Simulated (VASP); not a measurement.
Given:

```
CELL_PARAMETERS angstrom
      3.78297     0.00000     0.00000
     -1.89148     3.27615     0.00000
      0.00000     0.00000     6.64428
ATOMIC_POSITIONS crystal
  Ti 0.00000 0.00000 0.00000
  Te 0.33333 0.66667 0.25835
  Te 0.66667 0.33333 0.74165
```

All values below come from PBE GGA, VASP's PBE PAW potentials (set 64) (plane waves; VASP). Numerical set-up: 400 eV cut-off, 6×6×4 Γ-centred mesh, Gaussian smearing of 0.050 eV, potentials Ti_sv Te.

Without a dispersion term in the relaxation, distances and binding between the weakly bound layers, chains or molecules are unreliable, and so is what depends on them.

**Question.** Give the force on each atom (eV/Å).

**Answer.** 
```csv
atom,Fx,Fy,Fz
Ti1,0.000,0.000,0.000
Te2,0.000,0.000,-0.058
Te3,0.000,0.000,0.058
```

**Question.** Give the stress tensor in GPa (positive for a compressed cell).

**Answer.** 
```
 0.09   0.00   0.00
 0.00   0.09   0.00
 0.00   0.00  -0.34
```
The pressure is its mean diagonal, -0.05 GPa.

The structure was generated: TiTe2 was put into the CdI2 type (P-3m1), which need not be its known phase. It was relaxed first. The k-mesh is coarse (spacing up to 0.32 per Å, 2π included), so the numbers may not be converged in it.
